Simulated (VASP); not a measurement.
# OsO3 (P4/mmm) in VASP: reference runs

Reference runs on OsO3: the cell as given.

Program: VASP 6.6.1. These are calculated values, not measurements. Logs are shortened: lines on timing, memory, paths and dates and some standing lists are left out, and cuts for length are marked.

## (1) The structure

Symmetry: P4/mmm, No. 123, tetragonal system. Conventional cell: a = 2.755 Å, b = 2.755 Å, c = 6.980 Å, α = 90.00°, β = 90.00°, γ = 90.00°. Around Os (site symmetry 4/mmm) lie 8 O at 2.54 Å and 4 Os at 2.75 Å. O (site symmetry 4mm) is surrounded by 4 Os at 2.54 Å and 8 O at 2.69 to 2.75 Å. O (site symmetry 4/mmm) is surrounded by 12 O at 2.69 to 2.75 Å.

The cell was built by a generator and needn't be a form met in nature.

## (2) Single point, PBE

Contents of INCAR:

```
SYSTEM = OsO3
ALGO = Normal ; EDIFF = 1E-7
ENCUT = 520 ; GGA = PE
ISIF = 2 ; ISMEAR = -1
LASPH = .True. ; LCHARG = .False.
LREAL = .False. ; LWAVE = .False.
NBANDS = 21 ; NELM = 80
PREC = Accurate ; SIGMA = 0.05
```

Contents of KPOINTS:

```
k-points
0
Gamma
  10 10 4
  0 0 0
```

Contents of POSCAR:

```
OsO3
1.0
    2.7545844600      0.0000000000      0.0000000000
    0.0000000000      2.7545844600      0.0000000000
    0.0000000000      0.0000000000      6.9795482800
Os O
1 3
Direct
    0.0000000000      0.0000000000      0.0000000000
    0.5000000000      0.5000000000      0.7661913000
    0.0000000000      0.0000000000      0.5000000000
    0.5000000000      0.5000000000      0.2338087000
```

Potentials or basis: VASP PAW PBE potentials, release 64 (Os, O).

The run is started by

```console
$ cat potpaw_PBE.64/Os/POTCAR potpaw_PBE.64/O/POTCAR > POTCAR
$ mpirun -np 1 vasp_std > vasp.out
```

OUTCAR:

```text
SYSTEM = OsO3
   EDIFF = 1E-7
   ENCUT = 520
   GGA = PE
   ISIF = 2
   ISMEAR = -1
   LASPH = .True.
   LREAL = .False.
   NELM = 80
   PREC = Accurate

 ion  position               nearest neighbor table
   1  0.000  0.000  0.000-   2 2.54   4 2.54   2 2.54   4 2.54   2 2.54   4 2.54   2 2.54   4 2.54

   2  0.500  0.500  0.766-   1 2.54   1 2.54   1 2.54   1 2.54
   3  0.000  0.000  0.500-
   4  0.500  0.500  0.234-   1 2.54   1 2.54   1 2.54   1 2.54

  LATTYP: Found a simple tetragonal cell.
 ALAT       =     2.7545844600
 C/A-ratio  =     2.5337935291

  Lattice vectors:

 A1 = (   2.7545844600,   0.0000000000,   0.0000000000)
 A2 = (   0.0000000000,   2.7545844600,   0.0000000000)
 A3 = (   0.0000000000,   0.0000000000,   6.9795482800)

Analysis of symmetry for initial positions (statically):
=====================================================================
 Subroutine PRICEL returns:
 Original cell was already a primitive cell.

 Routine SETGRP: Setting up the symmetry group for a
 simple tetragonal supercell.

 Subroutine GETGRP returns: Found 16 space group operations
 (whereof 16 operations were pure point group operations)
 out of a pool of 16 trial point group operations.

The static configuration has the point symmetry D_4h.

Analysis of symmetry for dynamics (positions and initial velocities):
=====================================================================
 Subroutine PRICEL returns:
 Original cell was already a primitive cell.

 Routine SETGRP: Setting up the symmetry group for a
 simple tetragonal supercell.

 Subroutine GETGRP returns: Found 16 space group operations
 (whereof 16 operations were pure point group operations)
 out of a pool of 16 trial point group operations.

The dynamic configuration has the point symmetry D_4h.

 Subroutine INISYM returns: Found 16 space group operations
 (whereof 16 operations are pure point group operations),
 and found     1 'primitive' translations

----------------------------------------------------------------------------------------

                                     Primitive cell

  volume of cell :      52.9590

  direct lattice vectors                    reciprocal lattice vectors
     2.754584460  0.000000000  0.000000000     0.363031163  0.000000000  0.000000000
     0.000000000  2.754584460  0.000000000     0.000000000  0.363031163  0.000000000
     0.000000000  0.000000000  6.979548280     0.000000000  0.000000000  0.143275748

  length of vectors
     2.754584460  2.754584460  6.979548280     0.363031163  0.363031163  0.143275748
[... 86 lines left out ...]
   LREAL  =      F    real-space projection
   EDIFFG = 0.1E-05   stopping-criterion for IOM
   NSW    =      0    number of steps for IOM
   IBRION =     -1    ionic relax: 0-MD 1-quasi-New 2-CG
   NFREE  =      0    steps in history (QN), initial steepest desc. (CG)
   ISIF   =      2    stress and relaxation
   ISYM   =      2    0-nonsym 1-usesym 2-fastsym
   POTIM  = 0.5000    time-step for ionic-motion
   TEBEG  =    0.0;   TEEND  =   0.0 temperature during run
   PSTRESS=    0.0 pullay stress
   NELECT =      26.0000    total number of electrons
   NUPDOWN=      -1.0000    fix difference up-down
   EMIN   =  10.00;   EMAX   =-10.00  energy-range for DOS
   EFERMI =   0.00;   METHOD = LEGACY
   ISMEAR =    -1;   SIGMA  =   0.05  broadening in eV -4-tet -1-fermi 0-gaus
   EFERMI_NEDOS =   21; number of points for ismear=-14 and -15
   IALGO  =     38    algorithm
   IMIX   =      4    mixing-type and parameters
     AMIX     =   0.40;   BMIX     =  1.00
     AMIX_MAG =   1.60;   BMIX_MAG =  1.00
  volume/ion in A,a.u.               =      13.24        89.35
  Fermi-wavevector in a.u.,A,eV,Ry     =   1.291475  2.440534 22.693273  1.667909
  Thomas-Fermi vector in A             =   2.423243
   LORBIT       =      0    0 simple, 1 ext, 2 COOP (PROOUT), +10 PAW based schemes
   GGA     = PE    functional components
   LHFCALC =     F    Hartree Fock is set to
   AEXX    =    0.0000 exact exchange contribution
   IVDW    =     0    specifies the selected vdW correction
   LEPSILON=     F    determine dielectric tensor
   LRPA    =     F    only Hartree local field effects (RPA)
 non-spin polarized calculation
  energy-cutoff  :      520.00
  volume of cell :       52.96
 maximum number of plane-waves:      1450
   NGX = 11   NGY = 11   NGZ = 25

 number of electron      26.0000006 magnetization

 Free energy of the ion-electron system (eV)
  ---------------------------------------------------
  ext. energy  EPLUGINS =         0.00000000
  ---------------------------------------------------
  free energy    TOTEN  =       -19.29919622 eV

  energy without entropy =      -19.26321622  energy(sigma->0) =      -19.28120622

 E-fermi :   1.2978     XC(G=0): -10.7494

 val. band max:        1.2899976761   @ k =   0.5000   0.3000   0.5000
 cond. band min:       1.3027582370   @ k =   0.2000   0.1000   0.5000
 fundamental gap:      0.0127605609
 Fermi energy:         1.2977674799

 k-point     1 :       0.0000    0.0000    0.0000
  band No.  band energies     occupation
      1     -16.9051      2.00000
      2     -16.3906      2.00000
      3     -14.5777      2.00000
      4      -5.4617      2.00000
      5      -3.7023      2.00000
      6      -1.8202      2.00000
[... 565 lines left out ...]
     20      14.7060      0.00000
     21      15.3910      0.00000

 [... further k-points ...]

------------------------ aborting loop because EDIFF is reached ----------------------------------------

  FORCE on cell =-STRESS in cart. coord.  units (eV):
  Direction    XX          YY          ZZ          XY          YZ          ZX
  --------------------------------------------------------------------------------------
  -------------------------------------------------------------------------------------
  Total       -9.1473275     -9.1473275    -15.1388675      0.0000000      0.0000000      0.0000000
  in kB     -276.7357755   -276.7357755   -457.9989357      0.0000000      0.0000000      0.0000000
  external PRESSURE =    -337.1568289 kB  Pullay stress =       0.0000000 kB

 VOLUME and BASIS-vectors are now :
 -----------------------------------------------------------------------------
  energy-cutoff  :      520.00
  volume of cell :       52.96
      direct lattice vectors                 reciprocal lattice vectors
     2.754584460  0.000000000  0.000000000     0.363031163  0.000000000  0.000000000
     0.000000000  2.754584460  0.000000000     0.000000000  0.363031163  0.000000000
     0.000000000  0.000000000  6.979548280     0.000000000  0.000000000  0.143275748

 POSITION                                       TOTAL-FORCE (eV/Angst)
 -----------------------------------------------------------------------------------
      0.00000      0.00000      0.00000         0.000000     -0.000000      0.000000
      1.37729      1.37729      5.34767         0.000000     -0.000000      4.053311
      0.00000      0.00000      3.48977         0.000000     -0.000000      0.000000
      1.37729      1.37729      1.63188        -0.000000      0.000000     -4.053311
 -----------------------------------------------------------------------------------
    total drift:                                0.000000      0.000000      0.000000

  FREE ENERGIE OF THE ION-ELECTRON SYSTEM (eV)
  ---------------------------------------------------
  free  energy   TOTEN  =       -19.2991962197 eV

  energy  without entropy=      -19.2632162216  energy(sigma->0) =      -19.28120622
```

OSZICAR:

```text
N       E                     dE             d eps       ncg     rms          rms(c)
DAV:   1     0.141383494153E+03    0.14138E+03   -0.13599E+04  2782   0.116E+03
DAV:   2    -0.209152806583E+02   -0.16230E+03   -0.15200E+03  2945   0.290E+02
DAV:   3    -0.313063315125E+02   -0.10391E+02   -0.10149E+02  3116   0.699E+01
DAV:   4    -0.314042973265E+02   -0.97966E-01   -0.97875E-01  3021   0.823E+00
[... 20 lines left out ...]
DAV:  25    -0.192991961223E+02    0.97113E-06   -0.45017E-06  3176   0.108E-02    0.511E-03
DAV:  26    -0.192991983231E+02   -0.22008E-05   -0.97838E-06  3374   0.657E-03    0.216E-02
DAV:  27    -0.192991963933E+02    0.19298E-05   -0.59935E-06  2612   0.505E-03    0.633E-03
DAV:  28    -0.192991962247E+02    0.16861E-06   -0.57123E-07  1724   0.235E-03    0.171E-03
DAV:  29    -0.192991962197E+02    0.49758E-08   -0.25695E-08  1468   0.109E-03
   1 F= -.19299196E+02 E0= -.19281206E+02  d E =-.359800E-01
```

Run time: 72 s. Hardware: 1 thread of Intel Xeon Platinum 8488C (Sapphire Rapids), shared host; peak memory 0.2 GiB.

What came out:

```
Free energy            : -19.2992 eV
Pressure               : -33.7 GPa
Largest force          : 4.053 eV/Å
Band gap on the k mesh : none (metal or under the smearing width)
```

Forces in eV/Å, atoms in the order of the input:
```
Os   0.000  0.000  0.000
O    0.000  0.000  4.053
O    0.000  0.000  0.000
O    0.000  0.000 -4.053
```

Levels at points of the mesh, in eV from the Fermi level:
```tsv
k point	band 9	band 10	band 11	band 12	band 13	band 14	band 15	band 16	band 17	band 18
(0.00, 0.00, 0.00)	-1.89	-1.47	-1.47	-0.29	0.35	0.35	0.57	1.07	1.07	1.60
(0.50, 0.00, 0.00)	-2.61	-1.22	-1.05	-0.15	-0.13	0.13	0.29	0.44	1.06	5.94
(0.50, 0.50, 0.00)	-1.84	-1.11	-1.11	-0.67	-0.37	0.07	0.36	0.36	2.24	7.89
(0.00, 0.00, 0.50)	-2.01	-1.37	-1.37	-1.01	0.20	0.20	0.57	1.15	1.15	2.25
(0.50, 0.00, 0.50)	-2.61	-1.84	-1.05	-0.30	-0.13	0.29	0.44	0.53	1.14	5.88
(0.50, 0.50, 0.50)	-1.97	-1.49	-1.49	-1.03	0.07	0.18	0.61	0.61	2.24	7.85
```

Caveat: a pressure of tens of GPa on the cell as given is suspect, and the run, the potentials or the cell itself is likely at fault; forces of over 1 eV/Å show positions far from the minimum, so gaps and moduli don't describe the material at rest. The run has no spin-orbit coupling, so splittings on Os are missing.
